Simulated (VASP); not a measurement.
Input:

```xyz
4
Lattice="-2.1660 2.1660 4.7817 2.1660 -2.1660 4.7817 2.1660 2.1660 -4.7817" Properties=species:S:1:pos:R:3 pbc="T T T"
Mg     0.0000     0.0000     4.7817
Mg     2.1660     0.0000     2.3909
Mg     0.0000     2.1660     2.3909
Sb     0.0000     0.0000     0.0000
```

All values below come from PBEsol GGA, VASP's PBE PAW potentials (set 64) (plane waves; VASP). Run with 400 eV cut-off, 9×9×9 Γ-centred mesh, first-order Methfessel-Paxton smearing of 0.10 eV, potentials Mg Sb.

Unless said otherwise, spin-orbit coupling is left out, though it shifts the bands of the heavy elements here.

Question: What does the run give for the energy per atom (σ→0), band gap (on the k-mesh) with the smallest direct gap where there is one?

Answer: 
```yaml
band gap (on the k-mesh): none (metal, semimetal or under 0.01 eV)
energy per atom (σ→0): -2.595 eV/atom
```

The structure comes from a computed database's Mg3Sb entry (I4/mmm); how it stands against other phases isn't given here. It was relaxed first. The start is the result of an earlier pass. The electron count is odd and the run is not spin-polarised, which forces a metal.
